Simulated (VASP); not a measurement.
Data:

```
CELL_PARAMETERS angstrom
     -1.43500     1.43500     1.43500
      1.43500    -1.43500     1.43500
      1.43500     1.43500    -1.43500
ATOMIC_POSITIONS crystal
  Fe 0.00000 0.00000 0.00000
```
Starting moments (μB, in the order of the record's atoms Fe): 2.5.

All values below come from PBE GGA, VASP's PBE PAW potentials (set 64) (plane waves; VASP). Numerical set-up: 400 eV cut-off, 9×9×9 Γ-centred mesh, first-order Methfessel-Paxton smearing of 0.10 eV, potentials Fe.

Problem. Give the stress tensor in GPa (positive for a compressed cell).

Solution. 
```
-9.83   0.00   0.00
 0.00  -9.83   0.00
 0.00   0.00  -9.83
```
The pressure is its mean diagonal, -9.83 GPa.

The compound is Fe in the bcc structure. The cell was not relaxed at this level. The k-mesh is coarse (spacing up to 0.34 per Å, 2π included), so the numbers may not be converged in it. The run is one of a series of settings (KPOINTS 9×9×9 Γ-centred mesh against the base run), some of them coarse on purpose.
